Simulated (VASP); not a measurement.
AgI (zinc blende):

```xyz
2
Lattice="0.0000 3.2500 3.2500 3.2500 0.0000 3.2500 3.2500 3.2500 0.0000" Properties=species:S:1:pos:R:3 pbc="T T T"
Ag     0.0000     0.0000     0.0000
I      1.6250     1.6250     1.6250
```

The lowest empty band near Γ, direction [110], from mBJ (TB09) with spin-orbit coupling in VASP (PAW); its two spin partners are averaged. The gap over the points computed is 2.51 eV, and the next band on that side lies 3.69 eV away at the edge.

Run with 400 eV cut-off, 8×8×8 Γ-centred mesh, Gaussian smearing of 0.050 eV, potentials Ag I.

| distance from the edge in k (1/Å) | distance in energy (meV) |
|---|---|
| 0.018 | 4.5 |
| 0.025 | 8.5 |
| 0.035 | 16.6 |
| 0.050 | 33.5 |
| 0.070 | 64.8 |

### Question
Fit E(1 + αE) = ħ²k²/2m* (ħ²/2m0 = 3.810 eV Å²) and predict the row at 0.095 1/Å.

### Answer
Least squares on the energies gives the electron mass m* = 0.279 m0 and α = 0.49 per eV, and so 116.5 meV. The run gave 116.6 meV, +0.1 meV from the fit.

Left out are points under 3 meV from the edge, since the levels carry 0.1 meV, and points farther than half the way to the next band.

The compound is AgI in the zinc blende structure, whereas wurtzite is the usual form. The cell was not relaxed at this level.
